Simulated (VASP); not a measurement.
All values below come from vdW-DF-cx, VASP's PBE PAW potentials (set 64) (plane waves; VASP 6.6.1).

VASP input:

POSCAR:
```
Nb
1
   -1.6377794668     1.6377794668     1.6377794668
    1.6377794668    -1.6377794668     1.6377794668
    1.6377794668     1.6377794668    -1.6377794668
Nb
1
Direct
  0.0000000000   0.0000000000   0.0000000000
```

KPOINTS:
```
Automatic mesh
0
Gamma
14 14 14
0 0 0
```

**INCAR**
```
SYSTEM = Nb
PREC = Accurate
ENCUT = 520
EDIFF = 1E-6
NELM = 100
ALGO = Normal
LREAL = .FALSE.
LASPH = .TRUE.
ISMEAR = 1
SIGMA = 0.1
GGA = CX
LUSE_VDW = .TRUE.
AGGAC = 0.0
LMAXMIX = 4
LWAVE = .FALSE.
LCHARG = .FALSE.
IBRION = 2
ISIF = 3
NSW = 60
EDIFFG = -0.01
```

POTCAR, in this order: Nb_sv (PBE.64 set). Program: vasp_std.

Output of the run:

File OSZICAR:
```
       N       E                     dE             d eps       ncg     rms          rms(c)
DAV:   1     0.120488584290E+03    0.12049E+03   -0.75480E+03  2096   0.130E+03
DAV:   2    -0.252572447117E+01   -0.12301E+03   -0.11986E+03  2214   0.448E+02
DAV:   3    -0.791317977519E+01   -0.53875E+01   -0.50385E+01  3114   0.801E+01
DAV:   4    -0.821534716651E+01   -0.30217E+00   -0.30077E+00  2854   0.172E+01
DAV:   5    -0.822832037801E+01   -0.12973E-01   -0.12957E-01  3238   0.299E+00    0.750E+00
DAV:   6    -0.784177134993E+01    0.38655E+00   -0.75590E-01  3218   0.116E+01    0.266E+00
DAV:   7    -0.779723405359E+01    0.44537E-01   -0.22595E-01  3258   0.621E+00    0.923E-01
DAV:   8    -0.780183460441E+01   -0.46006E-02   -0.12194E-02  2380   0.167E+00    0.476E-02
DAV:   9    -0.780187835067E+01   -0.43746E-04   -0.92332E-04  3610   0.346E-01    0.433E-02
DAV:  10    -0.780189476599E+01   -0.16415E-04   -0.28315E-05  2580   0.786E-02    0.150E-02
DAV:  11    -0.780188892766E+01    0.58383E-05   -0.60636E-06  2380   0.478E-02    0.266E-03
DAV:  12    -0.780188884688E+01    0.80783E-07   -0.19244E-07  1238   0.766E-03
   1 F= -.78018888E+01 E0= -.78019660E+01  d E =-.780189E+01
```

### OUTCAR
```
------------------------ aborting loop because EDIFF is reached ----------------------------------------
  FORCE on cell =-STRESS in cart. coord.  units (eV):
  Direction    XX          YY          ZZ          XY          YZ          ZX
  --------------------------------------------------------------------------------------
  Total       -0.0068738     -0.0068738     -0.0068738      0.0000000      0.0000000      0.0000000
  in kB       -0.6267293     -0.6267293     -0.6267293      0.0000000      0.0000000      0.0000000
  external PRESSURE =      -0.6267293 kB  Pullay stress =       0.0000000 kB
  volume of cell :       17.57
      direct lattice vectors                 reciprocal lattice vectors
    -1.637779467  1.637779467  1.637779467     0.000000000  0.305291408  0.305291408
     1.637779467 -1.637779467  1.637779467     0.305291408  0.000000000  0.305291408
     1.637779467  1.637779467 -1.637779467     0.305291408  0.305291408  0.000000000
 POSITION                                       TOTAL-FORCE (eV/Angst)
 -----------------------------------------------------------------------------------
      0.00000      0.00000      0.00000        -0.000000      0.000000     -0.000000
 -----------------------------------------------------------------------------------
    total drift:                               -0.000000      0.000000      0.000000
  FREE ENERGIE OF THE ION-ELECTRON SYSTEM (eV)
  ---------------------------------------------------
  free  energy   TOTEN  =        -7.8018888469 eV

  energy  without entropy=       -7.8021204081  energy(sigma->0) =       -7.80196603

 reached required accuracy - stopping structural energy minimisation
```
(Selected blocks of OUTCAR.)

The compound is Nb in the bcc structure. It was relaxed first. The start is the result of an earlier pass.
